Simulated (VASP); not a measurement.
# CsBa3 (Pm-3m) in VASP: settings compared

Aim: see how the results for CsBa3 move with the level of theory and the settings. Levels: PBE, PBEsol. Tasks: single point.

Program: VASP 6.6.1. These are calculated values, not measurements. Logs are shortened: lines on timing, memory, paths and dates and some standing lists are left out, and cuts for length are marked.

## (1) The structure

The structure is cubic, space group Pm-3m (No. 221). The conventional cell has a = 6.604 Å, b = 6.604 Å, c = 6.604 Å, α = 90.00°, β = 90.00°, γ = 90.00°.

The cell comes from a database or a generator and needn't be the stable form of this composition.

## (2) Single point, PBE

Contents of INCAR:

```
SYSTEM = CsBa3
  PREC = Accurate
  ENCUT = 520
  EDIFF = 1E-6
  ISMEAR = 0
  SIGMA = 0.1
  LREAL = .False.
  LASPH = .True.
  NELM = 100
  ALGO = Fast
  ISIF = 2
  LWAVE = .False.
  LCHARG = .False.
  GGA = PE
  NBANDS = 28
```

Contents of KPOINTS:

```
Automatic mesh
0
Gamma
  2 2 2
  0 0 0
```

Contents of POSCAR:

```
CsBa3
1.0
    6.6043710000      0.0000000000      0.0000000000
    0.0000000000      6.6043710000      0.0000000000
    0.0000000000      0.0000000000      6.6043710000
Cs Ba
1 3
Direct
    0.0000000000      0.0000000000      0.0000000000
    0.0000000000      0.5000000000      0.5000000000
    0.5000000000      0.0000000000      0.5000000000
    0.5000000000      0.5000000000      0.0000000000
```

Potentials or basis: VASP PAW PBE potentials, release 64 (Cs_sv, Ba_sv).

Run with:

```console
$ cat potpaw_PBE.64/Cs_sv/POTCAR potpaw_PBE.64/Ba_sv/POTCAR > POTCAR
$ mpirun -np 1 vasp_std > vasp.out
```

OUTCAR:

```text
SYSTEM = CsBa3
   PREC = Accurate
   ENCUT = 520
   EDIFF = 1E-6
   ISMEAR = 0
   LREAL = .False.
   LASPH = .True.
   NELM = 100
   ISIF = 2
   GGA = PE

 ion  position               nearest neighbor table
   1  0.000  0.000  0.000-
   2  0.000  0.500  0.500-   3 4.67   4 4.67   4 4.67   3 4.67   3 4.67   4 4.67   4 4.67   3 4.67

   3  0.500  0.000  0.500-   2 4.67   4 4.67   4 4.67   2 4.67   4 4.67   4 4.67   2 4.67   2 4.67

   4  0.500  0.500  0.000-   2 4.67   3 4.67   2 4.67   3 4.67   3 4.67   3 4.67   2 4.67   2 4.67

  LATTYP: Found a simple cubic cell.
 ALAT       =     6.6043710000

  Lattice vectors:

 A1 = (   6.6043710000,   0.0000000000,   0.0000000000)
 A2 = (   0.0000000000,   6.6043710000,   0.0000000000)
 A3 = (   0.0000000000,   0.0000000000,   6.6043710000)

Analysis of symmetry for initial positions (statically):
=====================================================================
 Subroutine PRICEL returns:
 Original cell was already a primitive cell.

 Routine SETGRP: Setting up the symmetry group for a
 simple cubic supercell.

 Subroutine GETGRP returns: Found 48 space group operations
 (whereof 48 operations were pure point group operations)
 out of a pool of 48 trial point group operations.

The static configuration has the point symmetry O_h .

Analysis of symmetry for dynamics (positions and initial velocities):
=====================================================================
 Subroutine PRICEL returns:
 Original cell was already a primitive cell.

 Routine SETGRP: Setting up the symmetry group for a
 simple cubic supercell.

 Subroutine GETGRP returns: Found 48 space group operations
 (whereof 48 operations were pure point group operations)
 out of a pool of 48 trial point group operations.

The dynamic configuration has the point symmetry O_h .

 Subroutine INISYM returns: Found 48 space group operations
 (whereof 48 operations are pure point group operations),
 and found     1 'primitive' translations

----------------------------------------------------------------------------------------

                                     Primitive cell

  volume of cell :     288.0676
[... 68 lines left out ...]
   LSORBIT =      F    spin-orbit coupling
   LASPH  =      T    aspherical Exc in radial PAW
   ENCUT  =  520.0 eV  38.22 Ry    6.18 a.u.  12.28 12.28 12.28*2*pi/ulx,y,z
   NELM   =    100;   NELMIN=  2; NELMDL= -5     # of ELM steps
   EDIFF  = 0.1E-05   stopping-criterion for ELM
   LREAL  =      F    real-space projection
   EDIFFG = 0.1E-04   stopping-criterion for IOM
   NSW    =      0    number of steps for IOM
   IBRION =     -1    ionic relax: 0-MD 1-quasi-New 2-CG
   NFREE  =      0    steps in history (QN), initial steepest desc. (CG)
   ISIF   =      2    stress and relaxation
   ISYM   =      2    0-nonsym 1-usesym 2-fastsym
   POTIM  = 0.5000    time-step for ionic-motion
   TEBEG  =    0.0;   TEEND  =   0.0 temperature during run
   PSTRESS=    0.0 pullay stress
   NELECT =      39.0000    total number of electrons
   NUPDOWN=      -1.0000    fix difference up-down
   EMIN   =  10.00;   EMAX   =-10.00  energy-range for DOS
   EFERMI =   0.00;   METHOD = LEGACY
   ISMEAR =     0;   SIGMA  =   0.10  broadening in eV -4-tet -1-fermi 0-gaus
   EFERMI_NEDOS =   21; number of points for ismear=-14 and -15
   IALGO  =     68    algorithm
   IMIX   =      4    mixing-type and parameters
     AMIX     =   0.40;   BMIX     =  1.00
     AMIX_MAG =   1.60;   BMIX_MAG =  1.00
  volume/ion in A,a.u.               =      72.02       485.99
  Fermi-wavevector in a.u.,A,eV,Ry     =   0.840617  1.588536  9.614382  0.706637
  Thomas-Fermi vector in A             =   1.955028
   LORBIT       =      0    0 simple, 1 ext, 2 COOP (PROOUT), +10 PAW based schemes
   GGA     = PE    functional components
   LHFCALC =     F    Hartree Fock is set to
   AEXX    =    0.0000 exact exchange contribution
   IVDW    =     0    specifies the selected vdW correction
   LEPSILON=     F    determine dielectric tensor
   LRPA    =     F    only Hartree local field effects (RPA)
 non-spin polarized calculation
 RMM-DIIS sequential band-by-band and
 Gauss-broadening in eV      SIGMA  =   0.10
  energy-cutoff  :      520.00
  volume of cell :      288.07
 maximum number of plane-waves:      7809
 NGX is ok and might be reduce to    50
   NGX = 25   NGY = 25   NGZ = 25

 number of electron      38.9999992 magnetization

 Free energy of the ion-electron system (eV)
  ---------------------------------------------------
  ext. energy  EPLUGINS =         0.00000000
  ---------------------------------------------------
  free energy    TOTEN  =        -6.25078717 eV

  energy without entropy =       -6.21258993  energy(sigma->0) =       -6.23168855

 E-fermi :   1.3433     XC(G=0):  -6.9483

 val. band max:        1.1259154848   @ k =   0.5000   0.5000   0.0000
 cond. band min:       1.3598131984   @ k =   0.5000   0.0000   0.0000
 fundamental gap:      0.2338977136
 Fermi energy:         1.3433194503

 k-point     1 :       0.0000    0.0000    0.0000
  band No.  band energies     occupation
      1     -27.9881      2.00000
      2     -27.9667      2.00000
      3     -27.9667      2.00000
      4     -21.4705      2.00000
      5     -13.2253      2.00000
      6     -13.2253      2.00000
[... 113 lines left out ...]
     27       2.7043      0.00000
     28       3.0592      0.00000

------------------------ aborting loop because EDIFF is reached ----------------------------------------

  FORCE on cell =-STRESS in cart. coord.  units (eV):
  Direction    XX          YY          ZZ          XY          YZ          ZX
  --------------------------------------------------------------------------------------
  -------------------------------------------------------------------------------------
  Total        0.6258882      0.6258882      0.6258882      0.0000000     -0.0000000      0.0000000
  in kB        3.4810716      3.4810716      3.4810716      0.0000000     -0.0000000      0.0000000
  external PRESSURE =       3.4810716 kB  Pullay stress =       0.0000000 kB

 VOLUME and BASIS-vectors are now :
 -----------------------------------------------------------------------------
  energy-cutoff  :      520.00
  volume of cell :      288.07
      direct lattice vectors                 reciprocal lattice vectors
     6.604371000  0.000000000  0.000000000     0.151414874  0.000000000  0.000000000
     0.000000000  6.604371000  0.000000000     0.000000000  0.151414874  0.000000000
     0.000000000  0.000000000  6.604371000     0.000000000  0.000000000  0.151414874

 POSITION                                       TOTAL-FORCE (eV/Angst)
 -----------------------------------------------------------------------------------
      0.00000      0.00000      0.00000         0.000000      0.000000      0.000000
      0.00000      3.30219      3.30219         0.000000      0.000000      0.000000
      3.30219      0.00000      3.30219         0.000000      0.000000      0.000000
      3.30219      3.30219      0.00000         0.000000      0.000000      0.000000
 -----------------------------------------------------------------------------------
    total drift:                                0.000000     -0.000000      0.000000

  FREE ENERGIE OF THE ION-ELECTRON SYSTEM (eV)
  ---------------------------------------------------
  free  energy   TOTEN  =        -6.2507871678 eV

  energy  without entropy=       -6.2125899325  energy(sigma->0) =       -6.23168855
```

OSZICAR:

```text
N       E                     dE             d eps       ncg     rms          rms(c)
DAV:   1     0.309639893811E+03    0.30964E+03   -0.14713E+04   224   0.110E+03
DAV:   2     0.282007056192E+02   -0.28144E+03   -0.27553E+03   312   0.214E+02
DAV:   3    -0.496795312429E+01   -0.33169E+02   -0.32741E+02   328   0.781E+01
DAV:   4    -0.625344941946E+01   -0.12855E+01   -0.12807E+01   312   0.141E+01
DAV:   5    -0.628649074136E+01   -0.33041E-01   -0.33017E-01   300   0.226E+00    0.224E+00
RMM:   6    -0.625593966579E+01    0.30551E-01   -0.35517E-02   275   0.836E-01    0.130E+00
RMM:   7    -0.624966711457E+01    0.62726E-02   -0.91547E-02   296   0.123E+00    0.133E-01
RMM:   8    -0.625043739776E+01   -0.77028E-03   -0.11519E-02   315   0.401E-01    0.334E-02
RMM:   9    -0.625071097048E+01   -0.27357E-03   -0.26577E-03   356   0.138E-01    0.286E-02
RMM:  10    -0.625075131851E+01   -0.40348E-04   -0.58021E-04   355   0.571E-02    0.168E-02
RMM:  11    -0.625077584464E+01   -0.24526E-04   -0.27819E-04   357   0.355E-02    0.285E-03
RMM:  12    -0.625078130619E+01   -0.54616E-05   -0.70251E-05   315   0.183E-02    0.355E-03
RMM:  13    -0.625078478965E+01   -0.34835E-05   -0.43681E-05   283   0.109E-02    0.575E-04
RMM:  14    -0.625078621232E+01   -0.14227E-05   -0.17241E-05   247   0.593E-03    0.505E-04
RMM:  15    -0.625078716785E+01   -0.95553E-06   -0.94622E-06   215   0.378E-03
   1 F= -.62507872E+01 E0= -.62316886E+01  d E =-.381972E-01
```

It took 67 s on 1 thread of Intel Xeon Platinum 8259CL at 2.50GHz (Skylake/Cascade Lake), shared host; peak memory 0.34 GiB.

Results:

- Free energy: -6.2508 eV
- Pressure: 0.3 GPa
- Band gap on the k mesh: none (metal or under the smearing width)

Caveat: the k mesh is coarse (spacing up to 0.48 Å⁻¹), so the values aren't converged. The run has no spin-orbit coupling, so splittings on Ba, Cs are missing.

## (3) Single point, PBEsol

Contents of INCAR:

```
  PREC = Accurate
  ENCUT = 520
  EDIFF = 1E-6
  ISMEAR = 0
  SIGMA = 0.1
  LREAL = False
  LASPH = True
  NELM = 100
  ALGO = Normal
  ISIF = 2
  LWAVE = False
  LCHARG = False
  GGA = PS
  NBANDS = 28
```

Contents of KPOINTS:

```
Automatic mesh
0
Gamma
  2 2 2
```

POSCAR is that of step 2.

Potentials or basis: VASP PAW PBE potentials, release 64 (Cs_sv, Ba_sv).

Run with:

```console
$ cat potpaw_PBE.64/Cs_sv/POTCAR potpaw_PBE.64/Ba_sv/POTCAR > POTCAR
$ mpirun -np 1 vasp_std > vasp.out
```

It took 42 s on 1 thread of Intel Xeon Platinum 8259CL at 2.50GHz (Skylake/Cascade Lake), shared host; peak memory 0.34 GiB.

The run converged. Its results:

```yaml
Free_energy: -7.0211 eV
Pressure: -0.2 GPa
Band_gap_on_the_k_mesh: none (metal or under the smearing width)
```

Levels at points of the mesh, in eV from the Fermi level:
```tsv
k point	band 18	band 19	band 20	band 21	band 22	band 23
(0.00, 0.00, 0.00)	-0.59	-0.54	-0.54	0.04	0.04	0.04
(0.50, 0.00, 0.00)	-1.27	0.02	0.21	0.46	0.71	0.71
(0.50, 0.50, 0.00)	-0.60	-0.60	-0.23	0.54	0.79	0.79
(0.50, 0.50, 0.50)	-0.86	-0.86	-0.48	0.68	1.08	1.08
```

Caveat: the k mesh is coarse (spacing up to 0.48 Å⁻¹), so the values aren't converged; the PAW data sets were made with another functional, which shifts forces and pressure a little.

## (4) Single point, PBE

Contents of INCAR:

```
SYSTEM = CsBa3
PREC = Accurate
ENCUT = 520
EDIFF = 1E-6
ISMEAR = 0
SIGMA = 0.1
LREAL = .False.
LASPH = .True.
NELM = 100
ALGO = Normal
ISIF = 2
LWAVE = .False.
LCHARG = .False.
GGA = PE
NBANDS = 28
```

Contents of KPOINTS:

```
regular mesh
0
Gamma
  2 2 2
  0 0 0
```

POSCAR is that of step 3.

Run with:

```console
$ cat potpaw_PBE.64/Cs_sv/POTCAR potpaw_PBE.64/Ba_sv/POTCAR > POTCAR
$ mpirun -np 1 vasp_std > vasp.out
```

It took 38 s on 1 thread of Intel Xeon Platinum 8259CL at 2.50GHz (Skylake/Cascade Lake), shared host; peak memory 0.34 GiB.

Results (log left out):

```yaml
Free_energy: -6.2508 eV
Pressure: 0.3 GPa
Band_gap_on_the_k_mesh: none (metal or under the smearing width)
```

Levels at points of the mesh, in eV from the Fermi level:
```tsv
k point	band 17	band 18	band 19	band 20	band 21	band 22	band 23	band 24
(0.00, 0.00, 0.00)	-2.54	-0.58	-0.54	-0.54	0.05	0.05	0.05	1.84
(0.50, 0.00, 0.00)	-1.51	-1.26	0.02	0.21	0.47	0.71	0.71	0.79
(0.50, 0.50, 0.00)	-0.67	-0.59	-0.59	-0.22	0.54	0.78	0.78	0.89
(0.50, 0.50, 0.50)	-0.85	-0.85	-0.85	-0.46	0.67	1.07	1.07	1.07
```

Caveat: the k mesh is coarse (spacing up to 0.48 Å⁻¹), so the values aren't converged. Spin-orbit coupling is left out, which matters for the levels of Ba, Cs.
